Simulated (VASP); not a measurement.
An input for Quantum ESPRESSO's pw.x (written as the equivalent of a VASP run, and not itself run):

```
&CONTROL
  calculation = 'vc-relax'
  pseudo_dir = './pseudo'
  outdir = './out'
  tprnfor = .true.
  tstress = .true.
  nstep = 30
  forc_conv_thr = 0.00039
/
&SYSTEM
  ibrav = 0
  nat = 3
  ntyp = 2
  ecutwfc = 72
  occupations = 'smearing'
  smearing = 'gaussian'
  degauss = 0.003675
  input_dft = 'rpbe'
/
&ELECTRONS
  conv_thr = 7.3e-09
  electron_maxstep = 100
/
&IONS
/
&CELL
  cell_dofree = 'shape'
/
ATOMIC_SPECIES
  Sn 118.710 Sn.upf
  S 32.060 S.upf
CELL_PARAMETERS angstrom
     1.8307190   -3.1708986    0.0000000
     1.8307190    3.1708986    0.0000000
     0.0000000    0.0000000    7.1722391
ATOMIC_POSITIONS crystal
  Sn   0.0000000  0.0000000  1.0000000
  S    0.3333330  0.6666670  0.2020652
  S    0.6666670  0.3333330  0.7979348
K_POINTS automatic
  7 7 3 0 0 0
```

Q: Translate this input to VASP (INCAR, KPOINTS, POSCAR, choice of POTCAR).

A: One answer among several that fit: 
KPOINTS:
```
K-points
0
G
  7 7 3
0 0 0
```

File POSCAR:
```
SnS2
1
    1.8307190048    -3.1708986172     0.0000000000
    1.8307190048     3.1708986172     0.0000000000
    0.0000000000     0.0000000000     7.1722391473
Sn S
1 2
Direct
  0.0000000000   0.0000000000   1.0000000000
  0.3333330000   0.6666670000   0.2020652493
  0.6666670000   0.3333330000   0.7979347507
```

### INCAR
```
ALGO = Normal
EDIFF = 1E-7
EDIFFG = -0.01
ENCUT = 520
GGA = RP
IBRION = 2
ISIF = 4
ISMEAR = 0
LASPH = .True.
LCHARG = .False.
LMAXMIX = 4
LREAL = .False.
LWAVE = .False.
NELM = 100
NSW = 30
PREC = Accurate
SIGMA = 0.05
SYSTEM = SnS2
```

POTCAR, in this order: Sn_d S (PBE.64 set). Program: vasp_std.

The two are equivalent in intent, not identical: the potentials are each code's own (VASP's PAW set, PseudoDojo norm-conserving files in pw.x), so ENCUT and ecutwfc are chosen apart and not converted; conv_thr bounds pw.x's estimated SCF error, while EDIFF bounds the energy change between steps; forc_conv_thr acts on force components and is met together with etot_conv_thr.

The compound is SnS2 in the 1T layered structure. This cell is one point of a volume scan, at 0.94 of the reference volume. Symmetry was kept, so distortions that lower it aren't found.
